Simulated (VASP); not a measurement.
Here is the system:

```xyz
3
Lattice="2.1512 -3.7259 0.0000 2.1512 3.7259 0.0000 0.0000 0.0000 4.9943" Properties=species:S:1:pos:R:3 pbc="T T T"
Se     0.4901     0.8488     3.3296
Se     3.3222     0.0000     0.0000
Se     0.4901    -0.8488     1.6648
```

The numbers are results of revTPSS meta-GGA, VASP's PBE PAW potentials (set 64) (plane waves; VASP 6.6.1), not measurements. Run with 520 eV cut-off, 6×6×5 Γ-centred mesh, Gaussian smearing of 0.050 eV, potentials Se.

Without a dispersion term in the relaxation, distances and binding between the weakly bound layers, chains or molecules are unreliable, and so is what depends on them.

### Question
The ions and cell shape at fixed volume are relaxed. Predict the relaxed structure.

### Answer

```xyz
3
Lattice="2.1370 -3.7013 0.0000 2.1370 3.7013 0.0000 0.0000 0.0000 5.0608" Properties=species:S:1:pos:R:3 pbc="T T T"
Se     2.6322    -2.8436     3.3739
Se     3.2835     0.0000     0.0000
Se     2.6322     2.8436     1.6869
```
Space group P3_121 (152), at a tolerance of 0.03 Å.

### Question
How much energy does the relaxation gain?

### Answer
The energy (σ→0) changes by -3.3 meV/atom, in 6 ionic steps.

The compound is Se in the trig structure. This cell is one point of a volume scan, at 0.97 of the reference volume. Symmetry was kept, so distortions that lower it aren't found.
